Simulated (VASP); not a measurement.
Data:

```
CsCl
1.0
    4.20990     0.00000     0.00000
    0.00000     4.20990     0.00000
    0.00000     0.00000     4.20990
Cs Cl
1 1
Direct
  0.00000   0.00000   0.00000
  0.50000   0.50000   0.50000
```

Computed with PBE GGA, VASP's PBE PAW potentials (set 64) (plane waves; VASP). Settings: 520 eV cut-off, 6×6×6 Γ-centred mesh, Gaussian smearing of 0.050 eV, potentials Cs_sv Cl.

Unless said otherwise, spin-orbit coupling is left out, though it shifts the bands of the heavy elements here.

### Question
Estimate the energy per atom (σ→0), band gap (on the k-mesh) with the smallest direct gap where there is one.

### Answer

The band gap (on the k-mesh) comes out as 4.99 eV, the smallest direct gap (on the k-mesh) is 4.99 eV and the energy per atom (σ→0) is -315.6 kJ/mol-atom.

Total energies compare only between runs with the same potentials, cut-off and functional.

The compound is CsCl in the CsCl type structure. It was relaxed first, which changed the volume by +7 %.
